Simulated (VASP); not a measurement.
All values below come from G0W0 on PBE orbitals, VASP's PBE PAW potentials (set 64) (plane waves; VASP).

The input files of a VASP run:

**POSCAR**
```
BP
1.0
  0.0000000000   2.2700000000   2.2700000000
  2.2700000000   0.0000000000   2.2700000000
  2.2700000000   2.2700000000   0.0000000000
B P
1 1
Cartesian
  0.0000000000   0.0000000000   0.0000000000
  1.1350000000   1.1350000000   1.1350000000
```

KPOINTS:
```
Automatic mesh
0
Gamma
4 4 4
0 0 0
```

**INCAR**
```
# general
SYSTEM      = BP
PREC        = Normal
ENCUT       = 500   # plane-wave cut-off (eV)
LREAL       = .FALSE.   # projection in real space or not
LASPH       = .TRUE.   # aspherical one-centre terms
NBANDS      = 64

# electronic loop
ALGO        = EVGW0

# smearing
ISMEAR      = 0   # Gaussian
SIGMA       = 0.01

# functional
GGA         = PE   # PBE

# output
LWAVE       = .FALSE.
LCHARG      = .FALSE.

# other
NELMGW      = 1
NOMEGA      = 64
ENCUTGW     = 150
NBANDSGW    = 12
LSPECTRALGW = .TRUE.
```

POTCAR, in this order: B_GW P_GW (PBE.64 set). Program: vasp_std. Read from the step before: WAVECAR, WAVEDER.

Output

**OUTCAR**
```
 ion  position               nearest neighbor table
   1  0.000  0.000  0.000-   2 1.97   2 1.97   2 1.97   2 1.97
   2  0.250  0.250  0.250-   1 1.97   1 1.97   1 1.97   1 1.97
  LATTYP: Found a face centered cubic cell.
 ALAT       =     4.5400000000
 Subroutine PRICEL returns:
 Original cell was already a primitive cell.
 Subroutine GETGRP returns: Found 24 space group operations
The static configuration has the point symmetry T_d .
The dynamic configuration has the point symmetry T_d .
 Subroutine INISYM returns: Found 24 space group operations
 Subroutine IBZKPT returns following result:
 Found      8 irreducible k-points:

 Following reciprocal coordinates:
            Coordinates               Weight
  0.000000  0.000000  0.000000      1.000000
  0.250000  0.000000  0.000000      8.000000
  0.500000  0.000000  0.000000      4.000000
  0.250000  0.250000  0.000000      6.000000
  0.500000  0.250000  0.000000     24.000000
 -0.250000  0.250000  0.000000     12.000000
  0.500000  0.500000  0.000000      3.000000
 -0.250000  0.500000  0.250000      6.000000
 Subroutine IBZKPT_HF returns following result:
   k-points           NKPTS =      8   k-points in BZ     NKDIM =     64   number of bands    NBANDS=     64
   number of dos      NEDOS =    301   number of ions     NIONS =      2
   total plane-waves  NPLWV =   5832
   dimension x,y,z NGX =    18 NGY =   18 NGZ =   18
   dimension x,y,z NGXF=    36 NGYF=   36 NGZF=   36
   ions per type =               1   1
   PREC   = normal    normal or accurate (medium, high low for compatibility)
   ISTART =      1    job   : 0-new  1-cont  2-samecut
   ICHARG =      0    charge: 1-file 2-atom 10-const
   ISPIN  =      1    spin polarized calculation?
   LNONCOLLINEAR =      F non collinear calculations
   LSORBIT =      F    spin-orbit coupling
   INIWAV =      1    electr: 0-lowe 1-rand  2-diag
   ENCUT  =  500.0 eV  36.75 Ry    6.06 a.u.   5.85  5.85  5.85*2*pi/ulx,y,z
   NELM   =     60;   NELMIN=  2; NELMDL=  0     # of ELM steps
...
```

### OSZICAR
```
energies w=
    0.000    0.000    0.550    0.000    1.098    0.000    1.645    0.000
    2.187    0.000    2.725    0.000    3.257    0.000    3.783    0.000
    4.303    0.000    4.815    0.000    5.321    0.000    5.819    0.000
    6.311    0.000    6.796    0.000    7.274    0.000    7.748    0.000
    8.216    0.000    8.680    0.000    9.141    0.000    9.599    0.000
   10.055    0.000   10.511    0.000   10.967    0.000   11.425    0.000
   11.885    0.000   12.349    0.000   12.818    0.000   13.293    0.000
   13.777    0.000   14.269    0.000   14.773    0.000   15.290    0.000
   15.823    0.000   16.372    0.000   16.942    0.000   17.535    0.000
   18.154    0.000   18.803    0.000   19.486    0.000   20.207    0.000
   20.973    0.000   21.791    0.000   22.667    0.000   23.611    0.000
   24.633    0.000   25.747    0.000   26.968    0.000   28.316    0.000
   29.814    0.000   31.492    0.000   33.389    0.000   35.552    0.000
   38.046    0.000   40.957    0.000   44.398    0.000   48.534    0.000
   53.597    0.000   59.937    0.000   68.104    0.000   79.008    0.000
   94.281    0.000  117.167    0.000  155.157    0.000  230.355    0.000
NQ=   1    0.0000    0.0000    0.0000,
 performed         43000 updates of chi_q(r,r)
NQ=   2    0.2500    0.0000    0.0000,
 performed        129000 updates of chi_q(r,r)
NQ=   3    0.5000    0.0000    0.0000,
 performed        202000 updates of chi_q(r,r)
NQ=   4    0.2500    0.2500    0.0000,
 performed        288000 updates of chi_q(r,r)
NQ=   5    0.5000    0.2500    0.0000,
 performed        407000 updates of chi_q(r,r)
NQ=   6   -0.2500    0.2500    0.0000,
 performed        514000 updates of chi_q(r,r)
NQ=   7    0.5000    0.5000    0.0000,
 performed        578000 updates of chi_q(r,r)
NQ=   8   -0.2500    0.5000    0.2500,
 performed        660000 updates of chi_q(r,r)
 resolving degeneracies of screened two electron integrals
```

### OUTCAR
```


 k-point   1 :       0.0000    0.0000    0.0000
  band No.  KS-energies  QP-energies   sigma(KS)   V_xc(KS)     V^pw_x(r,r')   Z            occupation Imag(sigma)

      1      -8.3057      -9.0383     -13.0508     -12.0514     -20.4541       0.7330       2.0000       1.4132
      2       7.1564       6.7541     -13.8206     -13.3097     -15.2396       0.7875       2.0000       0.0446
      3       7.1564       6.7541     -13.8206     -13.3097     -15.2396       0.7875       2.0000       0.0446
      4       7.1564       6.7541     -13.8206     -13.3097     -15.2396       0.7875       2.0000       0.0446
      5      10.5425      11.0015     -11.4820     -12.0678      -6.9477       0.7837       0.0000      -0.0715
      6      10.5425      11.0015     -11.4820     -12.0678      -6.9477       0.7837       0.0000      -0.0715
      7      10.5425      11.0015     -11.4820     -12.0678      -6.9477       0.7837       0.0000      -0.0715
      8      14.5129      14.9811     -12.1363     -12.7528      -6.0835       0.7595       0.0000      -0.1714
      9      18.6620      18.6253      -9.4608      -9.4141      -3.3004       0.7853       0.0000      -0.3330
     10      19.1510      19.7115     -11.0214     -11.7521      -4.9388       0.7670       0.0000      -0.2640
     11      19.1510      19.7115     -11.0214     -11.7521      -4.9388       0.7670       0.0000      -0.2640
     12      22.8103      23.0034      -9.6679      -9.9152      -2.7841       0.7809       0.0000      -0.6541

 k-point   2 :       0.2500    0.0000    0.0000
  band No.  KS-energies  QP-energies   sigma(KS)   V_xc(KS)     V^pw_x(r,r')   Z            occupation Imag(sigma)

      1      -7.2008      -7.8720     -13.0988     -12.1524     -20.1283       0.7092       2.0000       1.2114
      2       2.3067       1.7003     -13.2309     -12.4259     -16.1645       0.7533       2.0000       0.1206
      3       6.0385       5.5895     -13.6365     -13.0619     -15.3393       0.7815       2.0000       0.0520
      4       6.0385       5.5895     -13.6365     -13.0619     -15.3393       0.7815       2.0000       0.0520
      5      11.1396      11.5295     -11.6159     -12.1152      -6.8105       0.7809       0.0000      -0.0809
      6      11.9009      12.3946     -11.4720     -12.1075      -6.5585       0.7769       0.0000      -0.0886
      7      11.9009      12.3946     -11.4720     -12.1075      -6.5585       0.7769       0.0000      -0.0886
      8      16.7599      17.1910     -11.4642     -12.0383      -4.9623       0.7508       0.0000      -0.2675
      9      18.0302      18.4535     -10.6359     -11.1857      -4.6644       0.7701       0.0000      -0.2682
     10      18.0302      18.4535     -10.6359     -11.1857      -4.6644       0.7701       0.0000      -0.2682
     11      20.1856      20.2452      -9.8320      -9.9095      -3.3659       0.7688       0.0000      -0.4189
     12      23.4425      23.6494     -10.2708     -10.5413      -3.2221       0.7649       0.0000      -0.6447

 k-point   3 :       0.5000    0.0000    0.0000
  band No.  KS-energies  QP-energies   sigma(KS)   V_xc(KS)     V^pw_x(r,r')   Z            occupation Imag(sigma)

      1      -4.9837      -5.6022     -13.4578     -12.5993     -19.6994       0.7206       2.0000       0.8570
      2      -1.8809      -2.5609     -12.6937     -11.7542     -17.4348       0.7238       2.0000       0.4005
      3       5.3982       4.8992     -13.6802     -13.0376     -15.6817       0.7765       2.0000       0.0593
      4       5.3982       4.8992     -13.6802     -13.0376     -15.6817       0.7765       2.0000       0.0593
      5      10.9165      11.2783     -11.6268     -12.0904      -6.7733       0.7805       0.0000      -0.0796
      6      11.8458      12.3075     -10.9875     -11.5762      -6.0515       0.7843       0.0000      -0.0884
      7      11.8458      12.3075     -10.9875     -11.5762      -6.0515       0.7843       0.0000      -0.0884
      8      17.2770      17.4522      -9.8992     -10.1301      -3.4259       0.7589       0.0000      -0.2967
      9      21.6200      22.1419     -11.2411     -11.9322      -4.1265       0.7553       0.0000      -0.5778
     10      21.6200      22.1419     -11.2411     -11.9322      -4.1265       0.7553       0.0000      -0.5778
     11      21.9798      22.2930     -10.4687     -10.8743      -3.5382       0.7720       0.0000      -0.5092
     12      24.5375      24.9885     -11.2683     -11.8540      -4.0705       0.7701       0.0000      -0.8177

 k-point   4 :       0.2500    0.2500    0.0000
  band No.  KS-energies  QP-energies   sigma(KS)   V_xc(KS)     V^pw_x(r,r')   Z            occupation Imag(sigma)

      1      -6.8250      -7.4975     -13.1110     -12.1791     -20.0043       0.7217       2.0000       1.1504
      2       3.4579       2.8679     -13.8596     -13.0838     -16.5089       0.7606       2.0000       0.0945
      3       4.4210       3.8933     -13.3382     -12.6542     -15.5342       0.7717       2.0000       0.0694
      4       4.4210       3.8933     -13.3382     -12.6542     -15.5342       0.7717       2.0000       0.0694
      5       8.9573       9.2561     -10.9271     -11.3038      -6.6621       0.7931       0.0000      -0.0617
      6      12.0868      12.3812     -10.2566     -10.6297      -5.1925       0.7891       0.0000      -0.0939
      7      14.8562      15.4380     -11.9276     -12.6926      -6.1750       0.7606       0.0000      -0.1694
      8      14.8562      15.4380     -11.9276     -12.6926      -6.1750       0.7606       0.0000      -0.1694
      9      19.2390      19.7293     -11.9777     -12.6366      -5.1521       0.7440       0.0000      -0.3996
     10      20.7119      21.2860     -11.0799     -11.8265      -4.5938       0.7690       0.0000      -0.4161
     11      22.5440      22.7670     -10.2505     -10.5420      -3.3791       0.7649       0.0000      -0.5498
     12      25.6088      25.8467     -10.2376     -10.5474      -2.8436       0.7677       0.0000      -0.9369

 k-point   5 :       0.5000    0.2500    0.0000
  band No.  KS-energies  QP-energies   sigma(KS)   V_xc(KS)     V^pw_x(r,r')   Z            occupation Imag(sigma)

      1      -4.5859      -5.2028     -13.3885     -12.5227     -19.4318       0.7126       2.0000       0.7786
      2      -0.5457      -1.2140     -13.2215     -12.3006     -17.4952       0.7256       2.0000       0.2890
      3       2.3767       1.7661     -13.0487     -12.2459     -15.8551       0.7607       2.0000       0.1156
      4       3.9657       3.4049     -13.3804     -12.6499     -15.7936       0.7678       2.0000       0.0769
      5       9.6720       9.9521     -10.6229     -10.9757      -6.1159       0.7937       0.0000      -0.0680
      6      13.5640      13.9447     -10.8918     -11.3814      -5.5641       0.7774       0.0000      -0.1215
      7      15.2724      15.8260     -11.4515     -12.1759      -5.5485       0.7642       0.0000      -0.1878
      8      15.4705      15.9899     -11.8249     -12.5103      -5.8091       0.7579       0.0000      -0.1961
      9      20.2867      20.7783     -11.3574     -12.0177      -4.2171       0.7445       0.0000      -0.4843
     10      21.7761      22.3080     -11.2508     -11.9478      -4.1953       0.7632       0.0000      -0.5718
     11      24.4926      24.9198     -11.2922     -11.8655      -3.7216       0.7450       0.0000      -0.7623
     12      25.5947      25.7910     -10.3470     -10.6041      -3.1343       0.7635       0.0000      -0.7968

 k-point   6 :      -0.2500    0.2500    0.0000
  band No.  KS-energies  QP-energies   sigma(KS)   V_xc(KS)     V^pw_x(r,r')   Z            occupation Imag(sigma)

      1      -5.4837      -6.1269     -13.2579     -12.3668     -19.6547       0.7218       2.0000       0.9284
      2       0.6853       0.0368     -13.4579     -12.5736     -17.2372       0.7332       2.0000       0.2029
      3       1.9127       1.2956     -12.8002     -11.9856     -15.7154       0.7576       2.0000       0.1276
      4       5.2199       4.7199     -13.5716     -12.9283     -15.5494       0.7772       2.0000       0.0599
      5      10.9965      11.3686     -10.8935     -11.3668      -6.1013       0.7861       0.0000      -0.0787
      6      13.5085      14.0642     -11.4598     -12.1866      -5.8925       0.7646       0.0000      -0.1340
      7      14.6493      15.0713     -11.6404     -12.1884      -6.1597       0.7699       0.0000      -0.1466
      8      15.9029      16.3799     -11.3523     -11.9827      -5.1086       0.7568       0.0000      -0.2196
      9      17.0624      17.4380     -10.5845     -11.0693      -4.9007       0.7749       0.0000      -0.2160
     10      19.7725      20.2116     -11.1235     -11.7078      -4.1685       0.7515       0.0000      -0.4461
     11      24.6499      25.0581     -11.2735     -11.8199      -3.6372       0.7471       0.0000      -0.7911
     12      25.3322      25.5990     -10.3145     -10.6650      -3.0507       0.7612       0.0000      -0.7750

 k-point   7 :       0.5000    0.5000    0.0000
  band No.  KS-energies  QP-energies   sigma(KS)   V_xc(KS)     V^pw_x(r,r')   Z            occupation Imag(sigma)

      1      -3.4550      -4.0369     -13.5040     -12.6946     -19.0240       0.7190       2.0000       0.6039
      2      -1.4281      -2.1248     -13.3562     -12.3770     -18.1930       0.7115       2.0000       0.3800
      3       3.0390       2.4371     -13.2957     -12.5036     -16.0601       0.7598       2.0000       0.0938
      4       3.0390       2.4371     -13.2957     -12.5036     -16.0601       0.7598       2.0000       0.0938
      5       8.4757       8.6702     -10.5393     -10.7835      -6.2450       0.7964       0.0000      -0.0617
      6       8.7992       9.0187     -10.3564     -10.6303      -6.0337       0.8014       0.0000      -0.0619
      7      19.2240      19.8610     -11.9693     -12.8422      -4.6150       0.7299       0.0000      -0.4516
      8      19.2240      19.8610     -11.9693     -12.8422      -4.6150       0.7299       0.0000      -0.4516
      9      22.3845      22.9827     -11.5794     -12.3668      -3.9980       0.7597       0.0000      -0.6560
...
```
(Selected blocks of OUTCAR.)

The mesh is coarse and the basis finite, so the quasiparticle values are not converged.

The compound is BP in the zinc blende structure. The cell was not relaxed at this level. The k-mesh is coarse (spacing up to 0.60 per Å, 2π included), so the numbers may not be converged in it.
